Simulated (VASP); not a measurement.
Set up this calculation in VASP 6.6.1, as the native input.

```
Task                   : relaxation of cell and atoms
Functional             : PBE
Potentials or basis    : VASP PAW PBE potentials, release 64 (Hf_pv, Ti_sv, S)
Cutoff                 : 520 eV
k mesh                 : 3 × 3 × 3
Occupations            : gaussian, width 0.15 eV
Spin                   : no spin polarisation
Further INCAR settings : PREC = Normal; ALGO = Fast; EDIFF = 0.0001; IBRION = 2; EDIFFG = -0.08; NSW = 24; ISIF = 3
```

The structure of HfTi2S5 lies in POSCAR:

```
HfTi2S5
1.0
    0.0000000000      4.3988470000      4.3988470000
    4.3988470000      0.0000000000      4.3988470000
    4.3988470000      4.3988470000      0.0000000000
Hf Ti S
1 2 5
Direct
    0.7500000000      0.7500000000      0.7500000000
    0.0000000000      0.0000000000      0.0000000000
    0.2500000000      0.2500000000      0.2500000000
    0.5000000000      0.5000000000      0.5000000000
    0.3718323400      0.8845029800      0.3718323400
    0.3718323400      0.3718323400      0.3718323400
    0.8845029800      0.3718323400      0.3718323400
    0.3718323400      0.3718323400      0.8845029800
```

The cell was built by a generator and needn't be a form met in nature.

One way to write it, as run:

INCAR

```
ALGO = Fast ; EDIFF = 1E-4
EDIFFG = -0.08 ; ENCUT = 520
GGA = PE ; IBRION = 2
ISIF = 3 ; ISMEAR = 0
LASPH = True ; LCHARG = False
LREAL = False ; LWAVE = False
NELM = 60 ; NSW = 24
PREC = Normal ; SIGMA = 0.15
```

KPOINTS

```
k-points
0
Gamma
  3 3 3
```

Potentials or basis: VASP PAW PBE potentials, release 64 (Hf_pv, Ti_sv, S).

The run is started by

```sh
$ cat potpaw_PBE.64/Hf_pv/POTCAR potpaw_PBE.64/Ti_sv/POTCAR potpaw_PBE.64/S/POTCAR > POTCAR
$ mpirun -np 1 vasp_std > vasp.out
```

Results of the run:

```json
{
 "Relaxed volume": "32.08 Å³/atom",
 "Relaxed cell": "a = 7.133 Å, b = 7.133 Å, c = 7.133 Å, α = 60.00°, β = 60.00°, γ = 60.00°",
 "Space group after relaxing (to 0.05 Å)": "F-43m (No. 216)",
 "Energy gained by relaxing": "822.1 meV/atom",
 "Ionic steps": "18",
 "Pressure after relaxing": "0.0 GPa",
 "Largest force after relaxing": "0.025 eV/Å",
 "Band gap on the k mesh": "none (metal or under the smearing width)"
}
```

Caveat: the k mesh is coarse (spacing up to 0.41 Å⁻¹), so the values aren't converged; the volume moved by over 15 % at a fixed basis, so the end points are rough; the relaxation stopped at a loose force limit of 0.08 eV/Å, so its end isn't a converged minimum.

Wall time 16 min on 1 thread of Intel(R) Xeon(R) Platinum 8488C (Sapphire Rapids) (shared host), peak memory 0.22 GiB.
